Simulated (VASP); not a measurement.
Level of theory: PBE GGA with D4 dispersion, VASP's PBE PAW potentials (set 64) (plane waves; VASP).

Input for VASP

### INCAR
```
ALGO  =  Normal
EDIFF  =  1E-7
ENCUT  =  520
GGA  =  PE
ISIF  =  2
ISMEAR  =  1
IVDW  =  13
LASPH  =  .TRUE.
LCHARG  =  .FALSE.
LMAXMIX  =  6
LREAL  =  .FALSE.
LWAVE  =  .FALSE.
NELM  =  100
PREC  =  Accurate
SIGMA  =  0.1
SYSTEM  =  AuAl2
```

KPOINTS:
```
Automatic mesh
0
Gamma
9 9 9
0 0 0
```

### POSCAR
```
AuAl2
1
    0.0000000000     2.9644017806     2.9644017806
    2.9644017806     0.0000000000     2.9644017806
    2.9644017806     2.9644017806     0.0000000000
Al Au
2 1
Direct
  0.2500000000   0.2500000000   0.2500000000
  0.7500000000   0.7500000000   0.7500000000
  0.0000000000   0.0000000000   0.0000000000
```

POTCAR, in this order: Al Au (PBE.64 set). Program: vasp_std.

The resulting files:

OSZICAR:
```
       N       E                     dE             d eps       ncg     rms          rms(c)
DAV:   1     0.627029160614E+02    0.62703E+02   -0.71292E+03   848   0.118E+03
DAV:   2    -0.112114183083E+02   -0.73914E+02   -0.67184E+02   948   0.202E+02
DAV:   3    -0.132518813124E+02   -0.20405E+01   -0.20173E+01  1044   0.341E+01
DAV:   4    -0.132692274806E+02   -0.17346E-01   -0.17331E-01   992   0.357E+00
DAV:   5    -0.132694793942E+02   -0.25191E-03   -0.25191E-03  1036   0.465E-01    0.953E+00
DAV:   6    -0.120387687271E+02    0.12307E+01   -0.65222E+00   952   0.289E+01    0.405E+00
DAV:   7    -0.119676970639E+02    0.71072E-01   -0.28172E-01   912   0.628E+00    0.191E+00
DAV:   8    -0.119380781632E+02    0.29619E-01   -0.23671E-02   968   0.123E+00    0.405E-01
DAV:   9    -0.119370083227E+02    0.10698E-02   -0.34761E-03   960   0.711E-01    0.186E-01
DAV:  10    -0.119371479614E+02   -0.13964E-03   -0.24152E-04   932   0.132E-01    0.356E-02
DAV:  11    -0.119371412757E+02    0.66857E-05   -0.70348E-06  1028   0.242E-02    0.129E-02
DAV:  12    -0.119371426946E+02   -0.14189E-05   -0.36015E-06   912   0.135E-02    0.336E-03
DAV:  13    -0.119371428033E+02   -0.10869E-06   -0.23132E-07   816   0.553E-03    0.721E-04
DAV:  14    -0.119371428403E+02   -0.36997E-07   -0.19013E-08   528   0.124E-03
   1 F= -.13211891E+02 E0= -.13211790E+02  d E =-.303495E-03
```

File OUTCAR:
```
------------------------ aborting loop because EDIFF is reached ----------------------------------------
  Edisp (eV):   -1.27475
  FORCE on cell =-STRESS in cart. coord.  units (eV):
  Direction    XX          YY          ZZ          XY          YZ          ZX
  --------------------------------------------------------------------------------------
  Total       1.29470     1.29470     1.29470     0.00000    -0.00000     0.00000
  in kB      39.81434    39.81434    39.81434     0.00000    -0.00000     0.00000
  external pressure =       39.81 kB  Pullay stress =        0.00 kB
  volume of cell :       52.10
      direct lattice vectors                 reciprocal lattice vectors
     0.000000000  2.964401781  2.964401781    -0.168668095  0.168668095  0.168668095
     2.964401781  0.000000000  2.964401781     0.168668095 -0.168668095  0.168668095
     2.964401781  2.964401781  0.000000000     0.168668095  0.168668095 -0.168668095
 POSITION                                       TOTAL-FORCE (eV/Angst)
 -----------------------------------------------------------------------------------
      1.48220      1.48220      1.48220         0.000000     -0.000000      0.000000
      4.44660      4.44660      4.44660        -0.000000      0.000000     -0.000000
      0.00000      0.00000      0.00000        -0.000000     -0.000000     -0.000000
 -----------------------------------------------------------------------------------
    total drift:                                0.000000     -0.000000      0.000000
  FREE ENERGIE OF THE ION-ELECTRON SYSTEM (eV)
  ---------------------------------------------------
  free  energy   TOTEN  =       -13.2118911958 eV

  energy  without entropy=      -13.2115877008  energy(sigma->0) =      -13.21179003
```
(Selected blocks of OUTCAR.)

OUTCAR:
```
 val. band max:        8.1679001255   @ k =  -0.3333   0.2222   0.0000

 cond. band min:       8.2697652385   @ k =   0.4444   0.2222   0.1111


 Fermi energy:         8.2259037423

 k-point     1 :       0.0000    0.0000    0.0000
  band No.  band energies     occupation
      1      -2.5985      2.00000
      2       1.4172      2.00000
      3       1.4172      2.00000
      4       1.4172      2.00000
      5       2.4132      2.00000
      6       2.4132      2.00000
      7      10.7187      0.00000
      8      11.1867      0.00000
      9      11.1867      0.00000
     10      11.1867      0.00000
     11      12.2921      0.00000
     12      12.2921      0.00000

 k-point     2 :       0.1111    0.0000    0.0000
  band No.  band energies     occupation
      1      -2.4321      2.00000
      2       1.3650      2.00000
      3       1.4594      2.00000
      4       1.4594      2.00000
      5       2.4044      2.00000
      6       2.4044      2.00000
      7       9.1204     -0.00000
      8      10.6193      0.00000
      9      10.6193      0.00000
     10      10.9013      0.00000
     11      12.9066      0.00000
     12      12.9066      0.00000

 k-point     3 :       0.2222    0.0000    0.0000
  band No.  band energies     occupation
      1      -1.9513      2.00000
      2       1.2536      2.00000
      3       1.5562      2.00000
      4       1.5562      2.00000
      5       2.4041      2.00000
      6       2.4041      2.00000
      7       6.7293      2.00000
      8       9.7853     -0.00000
      9       9.7853     -0.00000
     10      11.1601      0.00000
     11      12.8059      0.00000
     12      12.8059      0.00000

 k-point     4 :       0.3333    0.0000    0.0000
  band No.  band energies     occupation
      1      -1.2413      2.00000
      2       1.2090      2.00000
      3       1.6360      2.00000
      4       1.6360      2.00000
      5       2.4573      2.00000
      6       2.4573      2.00000
...
```

Unless said otherwise, spin-orbit coupling is left out, though it shifts the bands of the heavy elements here.

The compound is AuAl2 in the fluorite structure. This cell is one point of a volume scan, at 0.97 of the reference volume. The electron count is odd and the run is not spin-polarised, which forces a metal.
